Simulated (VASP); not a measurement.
Calculation: LDA (Ceperley-Alder, Perdew-Zunger), VASP's LDA PAW potentials (set 64) (plane waves; VASP 6.6.1).

Input for VASP

### INCAR
```
SYSTEM = Zr
PREC = Accurate
ENCUT = 520
EDIFF = 1E-7
NELM = 100
ALGO = Normal
LREAL = .FALSE.
LASPH = .TRUE.
ISMEAR = 1
SIGMA = 0.1
LMAXMIX = 4
LWAVE = .FALSE.
LCHARG = .FALSE.
ISIF = 4
IBRION = 2
NSW = 30
EDIFFG = -0.01
```

**KPOINTS**
```
Automatic mesh
0
Gamma
13 13 7
0 0 0
```

### POSCAR
```
Zr
1.0
  1.5873661059  -2.7493986953   0.0000000000
  1.5873661059   2.7493986953   0.0000000000
  0.0000000000   0.0000000000   5.1470363623
Zr
2
Direct
  0.3333330000   0.6666670000   0.2500000000
  0.6666670000   0.3333330000   0.7500000000
```

POTCAR, in this order: Zr_sv (LDA.64 set). Program: vasp_std.

Output

**OUTCAR**
```
 ion  position               nearest neighbor table
   1  0.333  0.667  0.250-   2 3.16   2 3.16   2 3.16   2 3.16   2 3.16   2 3.16
   2  0.667  0.333  0.750-   1 3.16   1 3.16   1 3.16   1 3.16   1 3.16   1 3.16
  LATTYP: Found a hexagonal cell.
 ALAT       =     3.1747321682
 C/A-ratio  =     1.6212505779
 Subroutine PRICEL returns:
 Original cell was already a primitive cell.
 Subroutine GETGRP returns: Found 24 space group operations
The static configuration has the point symmetry D_3d.
 The point group associated with its full space group is D_6h.
The dynamic configuration has the point symmetry D_3d.
 Subroutine INISYM returns: Found 24 space group operations
 Subroutine IBZKPT returns following result:
 Found     84 irreducible k-points:

 Following reciprocal coordinates:
            Coordinates               Weight
  0.000000  0.000000  0.000000      1.000000
  0.076923  0.000000  0.000000      6.000000
  0.153846 -0.000000  0.000000      6.000000
  0.230769 -0.000000  0.000000      6.000000
  0.307692 -0.000000  0.000000      6.000000
  0.384615 -0.000000  0.000000      6.000000
  0.461538 -0.000000  0.000000      6.000000
  0.076923  0.076923  0.000000      6.000000
  0.153846  0.076923  0.000000     12.000000
  0.230769  0.076923  0.000000     12.000000
  0.307692  0.076923  0.000000     12.000000
  0.384615  0.076923  0.000000     12.000000
  0.461538  0.076923  0.000000      6.000000
  0.153846  0.153846  0.000000      6.000000
  0.230769  0.153846  0.000000     12.000000
  0.307692  0.153846  0.000000     12.000000
  0.384615  0.153846  0.000000     12.000000
  0.230769  0.230769  0.000000      6.000000
  0.307692  0.230769  0.000000     12.000000
  0.384615  0.230769  0.000000      6.000000
  0.307692  0.307692  0.000000      6.000000
  0.000000  0.000000  0.142857      2.000000
  0.076923  0.000000  0.142857     12.000000
  0.153846 -0.000000  0.142857     12.000000
  0.230769 -0.000000  0.142857     12.000000
  0.307692 -0.000000  0.142857     12.000000
  0.384615 -0.000000  0.142857     12.000000
  0.461538 -0.000000  0.142857     12.000000
  0.076923  0.076923  0.142857     12.000000
  0.153846  0.076923  0.142857     24.000000
  0.230769  0.076923  0.142857     24.000000
  0.307692  0.076923  0.142857     24.000000
  0.384615  0.076923  0.142857     24.000000
  0.461538  0.076923  0.142857     12.000000
  0.153846  0.153846  0.142857     12.000000
  0.230769  0.153846  0.142857     24.000000
  0.307692  0.153846  0.142857     24.000000
  0.384615  0.153846  0.142857     24.000000
  0.230769  0.230769  0.142857     12.000000
  0.307692  0.230769  0.142857     24.000000
   k-points           NKPTS =     84   k-points in BZ     NKDIM =     84   number of bands    NBANDS=     16
   number of dos      NEDOS =    301   number of ions     NIONS =      2
   total plane-waves  NPLWV =  23040
   dimension x,y,z NGX =    24 NGY =   24 NGZ =   40
   dimension x,y,z NGXF=    48 NGYF=   48 NGZF=   80
   ions per type =               2
   PREC   = accura    normal or accurate (medium, high low for compatibility)
   ISTART =      0    job   : 0-new  1-cont  2-samecut
   ICHARG =      2    charge: 1-file 2-atom 10-const
   ISPIN  =      1    spin polarized calculation?
   LNONCOLLINEAR =      F non collinear calculations
   LSORBIT =      F    spin-orbit coupling
   INIWAV =      1    electr: 0-lowe 1-rand  2-diag
   ENCUT  =  520.0 eV  38.22 Ry    6.18 a.u.   5.90  5.90  9.57*2*pi/ulx,y,z
   NELM   =    100;   NELMIN=  2; NELMDL= -5     # of ELM steps
   EDIFF  = 0.1E-06   stopping-criterion for ELM
   LREAL  =      F    real-space projection
...
```

### OSZICAR
```
       N       E                     dE             d eps       ncg     rms          rms(c)
DAV:   1     0.219108141276E+03    0.21911E+03   -0.13639E+04  2688   0.150E+03
DAV:   2    -0.479518379233E+01   -0.22390E+03   -0.22178E+03  3392   0.418E+02
DAV:   3    -0.190493084510E+02   -0.14254E+02   -0.14092E+02  5128   0.797E+01
DAV:   4    -0.193024186368E+02   -0.25311E+00   -0.25300E+00  2896   0.117E+01
DAV:   5    -0.193092380164E+02   -0.68194E-02   -0.68190E-02  4344   0.131E+00    0.154E+01
DAV:   6    -0.186916478385E+02    0.61759E+00   -0.93977E-01  2800   0.833E+00    0.618E+00
DAV:   7    -0.185678698330E+02    0.12378E+00   -0.60218E-01  3944   0.565E+00    0.107E+00
DAV:   8    -0.185700652780E+02   -0.21954E-02   -0.32294E-02  3592   0.160E+00    0.292E-01
DAV:   9    -0.185703722366E+02   -0.30696E-03   -0.15669E-03  3304   0.416E-01    0.306E-02
DAV:  10    -0.185703541777E+02    0.18059E-04   -0.50950E-05  4208   0.456E-02    0.243E-02
DAV:  11    -0.185703554145E+02   -0.12368E-05   -0.79248E-06  2912   0.378E-02    0.200E-03
DAV:  12    -0.185703553078E+02    0.10672E-06   -0.35875E-07  2912   0.486E-03    0.180E-03
DAV:  13    -0.185703553155E+02   -0.77166E-08   -0.31606E-08  1856   0.177E-03
   1 F= -.18570355E+02 E0= -.18570248E+02  d E =-.185704E+02
       N       E                     dE             d eps       ncg     rms          rms(c)
DAV:   1    -0.185711211817E+02   -0.76587E-03   -0.39968E-02  2688   0.187E+00    0.141E-01
DAV:   2    -0.185706085146E+02    0.51267E-03   -0.12785E-03  3152   0.284E-01    0.655E-02
DAV:   3    -0.185704694684E+02    0.13905E-03   -0.54882E-04  3672   0.166E-01    0.107E-02
DAV:   4    -0.185704699636E+02   -0.49522E-06   -0.88885E-06  3072   0.295E-02    0.486E-03
DAV:   5    -0.185704700229E+02   -0.59297E-07   -0.40962E-07  3232   0.522E-03
   2 F= -.18570470E+02 E0= -.18570346E+02  d E =-.114707E-03
       N       E                     dE             d eps       ncg     rms          rms(c)
DAV:   1    -0.185711397800E+02   -0.66982E-03   -0.39067E-02  2688   0.185E+00    0.140E-01
DAV:   2    -0.185706411351E+02    0.49864E-03   -0.12463E-03  3144   0.281E-01    0.647E-02
DAV:   3    -0.185705060988E+02    0.13504E-03   -0.53166E-04  3640   0.164E-01    0.105E-02
DAV:   4    -0.185705066002E+02   -0.50134E-06   -0.86911E-06  3120   0.291E-02    0.479E-03
DAV:   5    -0.185705066599E+02   -0.59793E-07   -0.39528E-07  3176   0.516E-03
   3 F= -.18570507E+02 E0= -.18570368E+02  d E =-.151344E-03
```

OUTCAR:
```
------------------------ aborting loop because EDIFF is reached ----------------------------------------
  FORCE on cell =-STRESS in cart. coord.  units (eV):
  Direction    XX          YY          ZZ          XY          YZ          ZX
  --------------------------------------------------------------------------------------
  Total       -0.8142741     -0.8142740     -0.8133071      0.0000000     -0.0000000      0.0000000
  in kB      -29.0388310    -29.0388300    -29.0043464      0.0000000     -0.0000000      0.0000000
  external PRESSURE =     -29.0273358 kB  Pullay stress =       0.0000000 kB
  volume of cell :       44.93
      direct lattice vectors                 reciprocal lattice vectors
     1.589849333 -2.753699775 -0.000000000     0.314495210 -0.181573897 -0.000000000
     1.589849333  2.753699775  0.000000000     0.314495210  0.181573897  0.000000000
     0.000000000 -0.000000000  5.130970331     0.000000000 -0.000000000  0.194894910
 POSITION                                       TOTAL-FORCE (eV/Angst)
 -----------------------------------------------------------------------------------
      1.58985      0.91790      1.28274         0.000000      0.000000      0.000000
      1.58985     -0.91790      3.84823        -0.000000     -0.000000     -0.000000
 -----------------------------------------------------------------------------------
    total drift:                                0.000130      0.001112     -0.000019
  FREE ENERGIE OF THE ION-ELECTRON SYSTEM (eV)
  ---------------------------------------------------
  free  energy   TOTEN  =       -18.5705066599 eV

  energy  without entropy=      -18.5700900271  energy(sigma->0) =      -18.57036778

 reached required accuracy - stopping structural energy minimisation
```
(Selected blocks of OUTCAR.)

### CONTCAR
```
Zr
   1.00000000000000
     1.5898493331443471   -2.7536997747596934   -0.0000000000000000
     1.5898493331443471    2.7536997747596934    0.0000000000000000
     0.0000000000000000   -0.0000000000000000    5.1309703306717784
  Zr
     2
Direct
     0.3333330000000032    0.6666669999999968    0.2500000000000000
     0.6666669999999968    0.3333330000000032    0.7500000000000000
```

The compound is Zr in the hcp structure. This cell is one point of a volume scan, at 1.03 of the reference volume. Symmetry was kept, so distortions that lower it aren't found.
